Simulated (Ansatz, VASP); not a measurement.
# Zr (Zirconium): VASP beside Ansatz

Aim: how closely do two programs agree when they are given the same cell, functional and k mesh? The cell is taken from a series of runs on this material, whose earlier steps may have relaxed, scaled, displaced or heated it; both programs get it as it stands.

Calculated with Ansatz 0.2.0; plane waves, with VASP 6.6.1 beside it; zone-centre phonons at LDA.

**1. Starting point**

The structure is hexagonal, space group P6_3/mmc (No. 194). Conventional cell: a = 3.143 Å, b = 3.143 Å, c = 5.092 Å, α = 90.00°, β = 90.00°, γ = 120.00°. Nearest to Zr lie 12 Zr at 3.13 to 3.14 Å.

Structure file:

```
Zr
1.0
     3.14302    0.00000    0.00000
    -1.57151    2.72194    0.00000
     0.00000    0.00000    5.09198
Zr
2
Cartesian
  0.0000 1.8146 1.2730
  1.5715 0.9073 3.8190
```

**2. VASP: zone-centre phonons, LDA, pair 1**

Second derivatives magnify differences that forces hide, and they need a tight electronic threshold.

Lines of VASP's logs that name or quote its potential files are left out, and so is its time.

File INCAR:

```
SYSTEM = Zr
PREC = Accurate
ENCUT = 500
EDIFF = 1E-08
NELM = 120
ISMEAR = 1
SIGMA = 0.2
LREAL = .FALSE.
ALGO = Normal
GGA = CA
NBANDS = 18
LASPH = .TRUE.
LORBIT = 11
LWAVE = .FALSE.
LCHARG = .FALSE.
ISIF = 2
IBRION = 8
GGA_COMPAT = .FALSE.
KPAR = 2
```

File POSCAR:

```
Zr
1.0
    3.1430227527      0.0000000000      0.0000000000
   -1.5715113763      2.7219375485      0.0000000000
    0.0000000000      0.0000000000      5.0919837928
Zr
2
Direct
    0.3333333333      0.6666666667      0.2500000000
    0.6666666667      0.3333333333      0.7500000000
```

File KPOINTS:

```
Automatic mesh
0
Gamma
15 15 8
0 0 0
```

The projector-augmented-wave data sets are Zr_sv (LDA family, release 64).

The run is started by

```console
$ mpirun -np 2 vasp_std
```

Numbers of over 12 decimals in the logs are rounded to 6 here.

The program printed:

```text
[banner, memory and clock lines left out]
running    2 mpi-ranks, on    1 nodes
 distrk:  each k-point on    1 cores,    2 groups
 distr:  one band on    1 cores,    1 groups

 POSCAR found type information on POSCAR Zr
 POSCAR found :  1 types and       2 ions
 LDA part: xc-table for (Slater(with rela. corr.)+CA(PZ))
 , standard interpolation
 POSCAR, INCAR and KPOINTS ok, starting setup
 FFT: planning ... GRIDC
 FFT: planning ... GRID_SOFT
 FFT: planning ... GRID
 WAVECAR not read
 entering main loop
       N       E                     dE             d eps       ncg     rms          rms(c)
DAV:   1     0.209308307369E+03    0.20931E+03   -0.13115E+04  4860   0.130E+03
DAV:   2    -0.375290164251E+01   -0.21306E+03   -0.20960E+03  5746   0.379E+02
DAV:   3    -0.189096181016E+02   -0.15157E+02   -0.15005E+02  8784   0.735E+01
DAV:   4    -0.192672864388E+02   -0.35767E+00   -0.35743E+00  5692   0.117E+01
DAV:   5    -0.192768961523E+02   -0.96097E-02   -0.96062E-02  7224   0.138E+00    0.164E+01
DAV:   6    -0.186937766023E+02    0.58312E+00   -0.87434E-01  5234   0.731E+00    0.669E+00
DAV:   7    -0.185801707334E+02    0.11361E+00   -0.57285E-01  7078   0.501E+00    0.107E+00
DAV:   8    -0.185831487027E+02   -0.29780E-02   -0.33518E-02  6392   0.149E+00    0.255E-01
DAV:   9    -0.185833979830E+02   -0.24928E-03   -0.11620E-03  6138   0.322E-01    0.311E-02
DAV:  10    -0.185833834053E+02    0.14578E-04   -0.38073E-05  7176   0.404E-02    0.240E-02
DAV:  11    -0.185833841320E+02   -0.72665E-06   -0.81017E-06  5332   0.334E-02    0.220E-03
DAV:  12    -0.185833840655E+02    0.66498E-07   -0.30921E-07  6640   0.374E-03    0.190E-03
DAV:  13    -0.185833840678E+02   -0.22683E-08   -0.25302E-08  4190   0.118E-03
   1 F= -.18583384E+02 E0= -.18583927E+02  d E =0.162805E-02
 Linear response reoptimize wavefunctions to high precision
DAV:   1    -0.185833840710E+02   -0.32464E-08   -0.54891E-09  4260   0.786E-04
DAV:   2    -0.185833840711E+02   -0.65938E-10   -0.39727E-10  2922   0.154E-04
 Linear response DOF=           2
 Linear response progress:
  Degree of freedom:   1/  2
       N       E                     dE             d eps       ncg     rms          rms(c)
RMM:   1    -0.652260556196E+00   -0.65226E+00    0.27519E+00 21917   0.134E+01
RMM:   2    -0.603784845440E+00    0.48476E-01   -0.23903E-01 33008   0.270E+00    0.233E-01
RMM:   3    -0.605379335904E+00   -0.15945E-02   -0.37381E-02 40440   0.941E-01    0.737E-02
RMM:   4    -0.607548847621E+00   -0.21695E-02   -0.48745E-03 48982   0.342E-01    0.249E-02
RMM:   5    -0.608123059999E+00   -0.57421E-03   -0.81015E-04 47958   0.140E-01    0.167E-02
RMM:   6    -0.608160924199E+00   -0.37864E-04   -0.19140E-04 51798   0.600E-02    0.171E-02
RMM:   7    -0.608083891793E+00    0.77032E-04   -0.56722E-05 48075   0.359E-02    0.529E-03
RMM:   8    -0.608041315968E+00    0.42576E-04   -0.22866E-05 52103   0.160E-02    0.561E-03
RMM:   9    -0.608031436744E+00    0.98792E-05   -0.13694E-05 51694   0.874E-03    0.375E-03
RMM:  10    -0.608018548301E+00    0.12888E-04   -0.71301E-06 50093   0.632E-03    0.105E-03
RMM:  11    -0.608017236282E+00    0.13120E-05   -0.71695E-06 53289   0.376E-03    0.393E-04
RMM:  12    -0.608018490997E+00   -0.12547E-05   -0.47440E-06 53391   0.244E-03    0.502E-05
RMM:  13    -0.608018712940E+00   -0.22194E-06   -0.31976E-06 53407   0.168E-03    0.267E-05
RMM:  14    -0.608018544348E+00    0.16859E-06   -0.22666E-06 53580   0.127E-03    0.323E-05
RMM:  15    -0.608018488348E+00    0.56000E-07   -0.14468E-06 51465   0.102E-03    0.169E-05
RMM:  16    -0.608018524713E+00   -0.36366E-07   -0.11008E-06 53335   0.836E-04    0.220E-05
RMM:  17    -0.608018568608E+00   -0.43895E-07   -0.72135E-07 50297   0.723E-04    0.516E-05
RMM:  18    -0.608018611261E+00   -0.42652E-07   -0.60767E-07 51464   0.621E-04    0.555E-05
RMM:  19    -0.608018609069E+00    0.21917E-08   -0.46863E-07 51120   0.550E-04    0.657E-05
RMM:  20    -0.608018645864E+00   -0.36795E-07   -0.35672E-07 51044   0.493E-04    0.698E-05
RMM:  21    -0.608018656061E+00   -0.10197E-07   -0.29640E-07 49995   0.449E-04    0.774E-05
RMM:  22    -0.608018648569E+00    0.74925E-08   -0.23134E-07 51732   0.413E-04    0.836E-05
RMM:  23    -0.608018676873E+00   -0.28305E-07   -0.19374E-07 49039   0.382E-04    0.872E-05
RMM:  24    -0.608018687081E+00   -0.10207E-07   -0.16302E-07 47560   0.356E-04    0.902E-05
 first order change of Fermi-energy   0.13877E-04
 force on displaced ion       1 direction 1 :  -0.443  -0.000   0.000
 Linear response progress:
  Degree of freedom:   2/  2
       N       E                     dE             d eps       ncg     rms          rms(c)
RMM:   1    -0.776864986883E+00   -0.77686E+00    0.29941E+00  7574   0.135E+01
RMM:   2    -0.728884974582E+00    0.47980E-01   -0.26898E-01 11149   0.277E+00    0.248E-01
RMM:   3    -0.731975794724E+00   -0.30908E-02   -0.43890E-02 13647   0.978E-01    0.839E-02
RMM:   4    -0.734685692454E+00   -0.27099E-02   -0.48201E-03 15355   0.355E-01    0.314E-02
RMM:   5    -0.735121447785E+00   -0.43576E-03   -0.82474E-04 16156   0.147E-01    0.199E-02
RMM:   6    -0.735061862172E+00    0.59586E-04    0.23328E-04 16759   0.651E-02    0.155E-02
RMM:   7    -0.734949413885E+00    0.11245E-03    0.11501E-04 16791   0.355E-02    0.481E-03
RMM:   8    -0.734960076296E+00   -0.10662E-04   -0.45950E-05 16754   0.184E-02    0.126E-03
RMM:   9    -0.734941764080E+00    0.18312E-04   -0.14119E-06 17626   0.101E-02    0.293E-04
RMM:  10    -0.734942690826E+00   -0.92675E-06   -0.95520E-06 17777   0.571E-03    0.266E-04
RMM:  11    -0.734942932133E+00   -0.24131E-06   -0.68464E-06 17573   0.352E-03    0.135E-04
RMM:  12    -0.734945533319E+00   -0.26012E-05   -0.14042E-05 17100   0.254E-03    0.546E-05
RMM:  13    -0.734945171867E+00    0.36145E-06   -0.11028E-05 17764   0.182E-03    0.375E-05
RMM:  14    -0.734945687496E+00   -0.51563E-06   -0.10398E-05 16554   0.142E-03    0.376E-05
RMM:  15    -0.734945313955E+00    0.37354E-06   -0.79652E-06 16437   0.114E-03    0.511E-05
RMM:  16    -0.734945288482E+00    0.25473E-07   -0.63446E-06 17615   0.900E-04    0.554E-05
RMM:  17    -0.734945163689E+00    0.12479E-06   -0.47552E-06 17549   0.731E-04    0.710E-05
RMM:  18    -0.734945140737E+00    0.22952E-07   -0.39700E-06 16996   0.611E-04    0.775E-05
RMM:  19    -0.734945089888E+00    0.50849E-07   -0.31429E-06 15964   0.523E-04    0.841E-05
RMM:  20    -0.734945089146E+00    0.74247E-09   -0.26375E-06 16258   0.458E-04    0.859E-05
RMM:  21    -0.734945093254E+00   -0.41087E-08   -0.19855E-06 15762   0.410E-04    0.842E-05
 first order change of Fermi-energy  -0.13741E-03
 force on displaced ion       1 direction 3 :   0.000   0.000  -5.007
 Linear response finished
```

Parts of OUTCAR (step 2):

```text
ion  position               nearest neighbor table
   1  0.333  0.667  0.250-   2 3.13   2 3.13   2 3.13   2 3.13   2 3.13   2 3.13
   2  0.667  0.333  0.750-   1 3.13   1 3.13   1 3.13   1 3.13   1 3.13   1 3.13

  LATTYP: Found a hexagonal cell.
 ALAT       =     3.1430227527
 C/A-ratio  =     1.6200912922

 Subroutine GETGRP returns: Found 24 space group operations
 (whereof 12 operations were pure point group operations)

The static configuration has the point symmetry D_3d.
 The point group associated with its full space group is D_6h.

 Found    135 irreducible k-points:

   k-points           NKPTS =    135   k-points in BZ     NKDIM =    135   number of bands    NBANDS=     18

   dimension x,y,z NGX =    24 NGY =   24 NGZ =   40
   dimension x,y,z NGXF=    48 NGYF=   48 NGZF=   80

   ENCUT  =  500.0 eV  36.75 Ry    6.06 a.u.   5.73  5.73  9.28*2*pi/ulx,y,z

   NELECT =      24.0000    total number of electrons

 k-points in reciprocal lattice and weights: Automatic mesh
   0.00000000  0.00000000  0.00000000       0.001
   0.06666667  0.00000000  0.00000000       0.003
   0.13333333  0.00000000  0.00000000       0.003
   0.20000000  0.00000000  0.00000000       0.003
   0.26666667  0.00000000  0.00000000       0.003
   0.33333333  0.00000000  0.00000000       0.003
   0.40000000  0.00000000  0.00000000       0.003
   0.46666667  0.00000000  0.00000000       0.003
   0.06666667  0.06666667  0.00000000       0.003
[...]
0.33333333  0.26666667  0.50000000       0.007
   0.33333333  0.33333333  0.50000000       0.001

 average (electrostatic) potential at core
       1 -73.5199       2 -73.5199

  Total        0.0119189      0.0119189      0.0304857      0.0000000      0.0000000     -0.0000000
  in kB        0.4383641      0.4383641      1.1212275      0.0000000      0.0000000     -0.0000000
  external PRESSURE =       0.6659852 kB  Pullay stress =       0.0000000 kB

  energy-cutoff  :      500.00
  volume of cell :       43.56
      direct lattice vectors                 reciprocal lattice vectors
     3.143022753  0.000000000  0.000000000     0.318165053  0.183692679  0.000000000
    -1.571511376  2.721937549  0.000000000     0.000000000  0.367385358  0.000000000
     0.000000000  0.000000000  5.091983793     0.000000000  0.000000000  0.196387114

 POSITION                                       TOTAL-FORCE (eV/Angst)
 -----------------------------------------------------------------------------------
     -0.00000      1.81463      1.27300         0.000000      0.000000      0.000000
      1.57151      0.90731      3.81899        -0.000000      0.000000      0.000000
 -----------------------------------------------------------------------------------
    total drift:                                0.000000     -0.000000      0.000000

 Eigenvectors and eigenvalues of the dynamical matrix
 ----------------------------------------------------

   1 f  =    5.179631 THz    32.544579 2PiTHz  172.773877 cm-1    21.421221 meV
             X         Y         Z           dx          dy          dz
     -0.000000  1.814625  1.272996     0.000000    0.000000    0.707107
      1.571511  0.907313  3.818988     0.000000    0.000000   -0.707107

   2 f  =    1.540018 THz     9.676216 2PiTHz   51.369460 cm-1     6.368998 meV
             X         Y         Z           dx          dy          dz
     -0.000000  1.814625  1.272996     0.549809    0.444645   -0.000000
      1.571511  0.907313  3.818988    -0.549809   -0.444645   -0.000000

   3 f  =    1.540018 THz     9.676216 2PiTHz   51.369460 cm-1     6.368998 meV
             X         Y         Z           dx          dy          dz
     -0.000000  1.814625  1.272996     0.444645   -0.549809    0.000000
      1.571511  0.907313  3.818988    -0.444645    0.549809    0.000000

   4 f/i=    0.000000 THz     0.000000 2PiTHz    0.000000 cm-1     0.000000 meV
             X         Y         Z           dx          dy          dz
     -0.000000  1.814625  1.272996     0.707107    0.000001    0.000000
      1.571511  0.907313  3.818988     0.707107    0.000001    0.000000

   5 f/i=    0.000000 THz     0.000000 2PiTHz    0.000001 cm-1     0.000000 meV
             X         Y         Z           dx          dy          dz
     -0.000000  1.814625  1.272996    -0.000001    0.666114    0.237260
      1.571511  0.907313  3.818988    -0.000001    0.666114    0.237260

   6 f/i=    0.000000 THz     0.000000 2PiTHz    0.000002 cm-1     0.000000 meV
             X         Y         Z           dx          dy          dz
     -0.000000  1.814625  1.272996    -0.000000    0.237260   -0.666114
      1.571511  0.907313  3.818988    -0.000000    0.237260   -0.666114

 ELASTIC MODULI CONTR FROM IONIC RELAXATION (kBar)
 Direction    XX          YY          ZZ          XY          YZ          ZX
 --------------------------------------------------------------------------------
 XX        -102.1132    102.1132      0.0000     -0.0000      0.0000      0.0000
 YY         102.1132   -102.1132     -0.0000     -0.0000      0.0000     -0.0000
 ZZ           0.0000     -0.0000     -0.0000      0.0000      0.0000     -0.0000
 XY          -0.0000     -0.0000      0.0000   -102.1132      0.0000      0.0000
 YZ           0.0000      0.0000      0.0000      0.0000      0.0000      0.0000
 ZX           0.0000     -0.0000     -0.0000      0.0000      0.0000     -0.0000
 --------------------------------------------------------------------------------
```

**3. Ansatz: zone-centre phonons, LDA, pair 1**

Ansatz runs on its PAW soft_1 files.

The same cell, functional (in two slightly different forms), mesh and smearing now go to Ansatz, which takes its cutoff from its data sets.

File input.yaml:

```yaml
crystal:
  lattice:
    - [3.1430227527, 0.0, 0.0]
    - [-1.5715113763, 2.7219375485, 0.0]
    - [0.0, 0.0, 5.0919837928]
  atoms:
    - { symbol: Zr, position: [0.3333333333, 0.6666666667, 0.25] }
    - { symbol: Zr, position: [0.6666666667, 0.3333333333, 0.75] }
kpoints:
  mp_grid: { grid: [15, 15, 8] }
hamiltonian:
  xc: lda
  pseudopotentials: { kind: paw, azcp: { folder: soft_1 }, xc_functional: pbe }
scf:
  occupations: { method: methfessel_paxton, width: 0.2 }
output:
  eigenvalues: true
phonons:
  method: dfpt
```

The run is started by

```console
$ ansatz run input.yaml --threads 4 --pin off --max-ram 10240MiB --backend cpu --events-out ev --progress --plain --runs-dir out
```

The program printed:

```text
zone centre: on kpoints.mp_grid the ground state, and the responses unless they are solved on pairs of k-points, stand on 320 of the mesh's 1800 k-points, reduced under 4 symmetry operations, with k and −k counted as one. Each operation leaves every solved displacement unchanged or reverses it
Engine: ansatz 0.2.0, aarch64-unknown-linux-gnu
Pseudopotentials: kind: paw
Pseudopotential: Zr, paw, valence charge 12, recommended cutoff 420 eV (normal), soft_1/Zr.paw.azcp
Functional definition: SPW92
  exchange = slater_x
  correlation = pw_c
Crystal: 2 atoms, lattice volume = 43.562 Å³
Basis set: ecut = 420 eV, 845 PW (Γ), exchange–correlation on 48×48×72 points (8 copies of the dense FFT grid, shifted against one another)
Bands: 16, of which v1, the nominal top of the filled ones, is band 12 counted from 1 (11 counted from 0)
Symmetry: 24 space group operations
k-points: 320 of 1800 (irreducible under 4 space group operations, time reversal used)
Non-local potential: Zr, projectors of the file, l = 0: 3, l = 1: 2, l = 2: 2, l = 3: 1
PAW form: soft (Blöchl's): semilocal exchange-correlation on the pseudo side does not see the compensation charge
PAW frozen core: Zr, regenerated for the run's functional, and the local potential with it (the file was generated under x = pbe(κ = 0.804, μ = 0.219515), c = pbe(β = 0.066725))
PAW one-centre angular grid: Zr, 590 points (default); XC on 64 Gauss nodes
Initial density: superposition of atomic densities (chi_scale 0.1, normalization cell)
Initial wavefunctions: pseudopotential atomic-orbital guess
Functional: x = slater, c = lda
SCF iter   1: F=—  HF=-8155.136498 eV  |F-HF|=—  |Δ(HF+E_count)|=         —  Δρ=2.85e-2  dr2=4.30e-1  ethr=3.10e-3  ⟨swp⟩=5.1  Hψ=47461  notcnv=0
automatic band count: the SCF goes on with 20 bands, as 16 were too few: they end inside the smearing window of the response
preconditioner: auto → Kerker (q_TF=auto, 2.470 Å⁻¹)  [metal: Δε(μ)=0.003 eV  Ē_g=5.415 eV  σ=0.200 eV  W_gap=0.01  n_scr=10 (ndim 8)  ℏωp=15.9 eV  f_vac=0.000  D(μ)=1.98/eV (n_scr^D=22)]
SCF iter   2: F=—  HF=-8155.026842 eV  |F-HF|=—  |Δ(HF+E_count)|=   1.10e-1  S|Δr|=    0.00e0  Δρ=1.75e-2  dr2=1.58e-1  ethr=1.79e-3  ⟨swp⟩=1.0  Hψ=8968  notcnv=0
SCF iter   3: F=—  HF=-8154.968704 eV  |F-HF|=—  |Δ(HF+E_count)|=   5.81e-2  S|Δr|=    0.00e0  Δρ=1.71e-3  dr2=7.71e-4  ethr=6.60e-4  ⟨swp⟩=3.0  Hψ=11595  notcnv=0
SCF iter   4: F=—  HF=-8154.968666 eV  |F-HF|=—  |Δ(HF+E_count)|=   3.84e-5  S|Δr|=    0.00e0  Δρ=2.64e-4  dr2=1.52e-5  ethr=3.21e-6  ⟨swp⟩=2.2  Hψ=9707  notcnv=0
SCF iter   5: F=—  HF=-8154.968668 eV  |F-HF|=—  |Δ(HF+E_count)|=   2.39e-6  S|Δr|=    0.00e0  Δρ=3.01e-5  dr2=2.26e-7  ethr=6.33e-8  ⟨swp⟩=1.0  Hψ=5880  notcnv=0
SCF iter   6: F=—  HF=-8154.968668 eV  |F-HF|=—  |Δ(HF+E_count)|=   3.96e-7  S|Δr|=    0.00e0  Δρ=5.23e-6  dr2=9.50e-9  ethr=9.44e-10  ⟨swp⟩=2.4  Hψ=9737  notcnv=0  defer=140
SCF iter   7: F=—  HF=-8154.968668 eV  |F-HF|=—  |Δ(HF+E_count)|=  7.64e-11  S|Δr|=    0.00e0  Δρ=9.76e-7  dr2=4.14e-10  ethr=3.96e-11  ⟨swp⟩=1.3  Hψ=6295  notcnv=0  defer=146
SCF iter   8: F=-8154.968668 eV  HF=-8154.968668 eV  |F-HF|=2.73e-12  |Δ(HF+E_count)|=  6.28e-11  S|Δr|=    0.00e0  Δρ=1.68e-7  dr2=9.70e-12  ethr=1.00e-12  ⟨swp⟩=8.9  Hψ=32617  notcnv=0
SCF 1 converged in 8 iterations: F = -8154.968668 eV  dr2 = 9.70e-12
  greatest PAW one-centre occupation: 0.994 electrons in one spin orbital (limit 2), on the Zr atom at site 1 (counted from 0), in its partial waves of l = 0
DFPT response loops at Γ: preconditioner auto → Kerker (q_TF=auto, 2.470 Å⁻¹) (partly filled bands, converged f_vac=0.000); β = 1.00, the filter's whole step (`scf.mixing.beta` (0.50) is not read by the response loops under this deck's `scf.mixing.preconditioner`; to damp them name `kerker` or `kerker_dos`, under which they read `scf.mixing.beta`, and type it under 1.00, their step now; both keys bind the ground state too); Broyden in place of MSR1
SCF converged after 8 iterations
Stability not checked: this state was not tested for a lower state beside it, because cold or Methfessel-Paxton smearing, or corrected tetrahedra, fill the levels in a way that the test cannot read (fill_not_monotonic; see scf.lower_state_search)
Free energy (F): -8154.968668 eV
Harris-Foulkes:  -8154.968668 eV  (|F-HF|=2.73e-12)
Internal energy: -8154.970322 eV  (E = F + TS)
E sigma→0 (E₀):  -8154.969081 eV
Entropy (-TS):   0.001654 eV (0.827 meV/atom)
Fermi energy:    14.826596 eV
Step filling:    the computed levels leave a gap of 0.0000 eV = 0.0 smearing widths at the electron count; against every level under it full and every level over it empty, smearing changes F+E_penalty+E_count by +0.614 meV and its σ→0 estimate by +0.201 meV
--- Per-component energies (eV) ---
  E_band       = -171.120004
  E_kinetic    = 635.119873
  E_local      = -1154.882921  (includes V_loc(G=0)·N_el)
  E_nonlocal   = 159.212916
  E_hartree    = 375.034442
  E_xc         = -307.809903
  E_vxc        = -365.864085  (∫ρ·V_xc dr)
  E_paw        = -5717.995528  (= ΣΔE_a)
  E_vpaw       = -194.774678  (= ΣTr[D̂ρ^β])
  E_aug_tail   = -0.000048  (compensation charges beyond the density's cutoff)
  E_ewald      = -2144.389952
  E_core_change = 0.740800  (= ΣΔE_core)
  E_smearing   = 0.001654  (= −TS)
  E_closure    = 0.000000  (closes the sum)
  Σ components = -8154.968668   (vs F -8154.968668, Δ=0.00e0)
--- Band table (eV; the first three rows and the last of 320) ---
  k-point 0: bands = [... 8 lower, 9.0578, 11.5879, 15.6702, 15.6825, 15.6825, 16.1902, 16.3979, 16.3979, ... 4 higher]
  k-point 1: bands = [... 8 lower, 9.1964, 11.5889, 15.5685, 15.6197, 15.6197, 15.9242, 16.3003, 16.3003, ... 4 higher]
  k-point 2: bands = [... 8 lower, 9.5909, 11.5424, 15.3029, 15.3474, 15.5268, 15.5268, 16.0675, 16.0675, ... 4 higher]
  k-point 319: bands = [... 8 lower, 12.4191, 12.4191, 14.1170, 14.1170, 14.8872, 14.8872, 16.7124, 16.7124, ... 4 higher]
--- Phonons (Γ-DFPT): 2 representative perturbations + reference, on 320 of 1800 k-points (Σ response iterations 6) ---
  k mesh reduced under 4 symmetry operations, with k and −k counted as one. Each operation leaves every solved displacement unchanged or reverses it
  ASR residual: 4.203e-5 → 0.000e0 eV/Å²; symmetrization residual: 2.590e-10 eV/Å²
  ASR residual per site (eV/Å²): 4.20e-5 4.20e-5
  Γ frequencies (cm⁻¹): 0.00 0.00 0.00 51.85 51.85 171.74
  non-analytic LO–TO correction: not included (Born effective charges unavailable; polar crystals: no LO–TO splitting at Γ)
```

**4. Differences**

Known differences besides the potentials themselves: the two LDA forms differ slightly; the cutoff is 420 eV in Ansatz and 500 eV in VASP; VASP's log shows a relativistic correction to its local exchange, Ansatz's none. Total energies have different zeros and are not compared.

Compared:

```
                  quantity  Ansatz   VASP  difference
optical mode 1 to 2 (cm⁻¹)    51.9   51.4     +0.94 %
     optical mode 3 (cm⁻¹)   171.7  172.8     -0.60 %
```

Modes are paired by rising frequency, not by their patterns, so a pair may set unlike modes beside each other; they are those without the splitting of longitudinal modes.

[end of part 1 of 2]

[Lines on the potential files, build, host, timing and source positions are cut from VASP's logs without a mark.]

[Logs are printed without paths, hosts, clocks, repeated set-up lines and the standing remarks that a program may print on its own settings, such as how far it seeks lower states.]

[Hosts, paths, dates, database ids (printed as entryN), source tags and the programs' standing remarks are cut or masked in the printed files.]
